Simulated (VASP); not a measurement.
Wanted: the native input for a VASP 6.6.1 run.

* Task: single point
* Functional: PBE
* Potentials or basis: VASP PAW PBE potentials, release 64 (Ag, Rh_pv)
* Cutoff: 520 eV
* k mesh: 10 × 10 × 5
* Occupations: fermi-dirac, width 0.15 eV
* Spin: no spin polarisation
* Dipole correction: no
* Further INCAR settings: ALGO = Normal; EDIFF = 1e-06; NBANDS = 20

The structure of AgRh lies in POSCAR:

```
AgRh
1.0
    2.8141515601      0.0000000000      0.0000000000
   -1.4070757800      2.4371549459      0.0000000000
    0.0000000000      0.0000000000      4.8718783092
Ag Rh
1 1
Direct
    0.0000000000      0.0000000000      0.5000000000
    0.6666666667      0.3333333333      0.0000000000
```

The cell comes from a database or a generator and needn't be the stable form of this composition.

The input as run:

INCAR

```
  PREC = Accurate
  ENCUT = 520
  EDIFF = 1E-6
  ISMEAR = -1
  SIGMA = 0.15
  LREAL = False
  LASPH = True
  NELM = 100
  ALGO = Normal
  ISIF = 2
  LWAVE = False
  LCHARG = False
  GGA = PE
  NBANDS = 20
```

KPOINTS

```
regular mesh
0
Gamma
  10 10 5
```

Potentials or basis: VASP PAW PBE potentials, release 64 (Ag, Rh_pv).

Command:

```sh
$ cat potpaw_PBE.64/Ag/POTCAR potpaw_PBE.64/Rh_pv/POTCAR > POTCAR
$ mpirun -np 1 vasp_std > vasp.out
```

It gave:

```json
{"Pressure": "-6.9 GPa", "Band gap on the k mesh": "none (metal or under the smearing width)"}
```

Wall time 8.4 s on 1 thread of Intel(R) Xeon(R) 6975P-C (Granite Rapids) (shared host), peak memory 0.17 GiB.
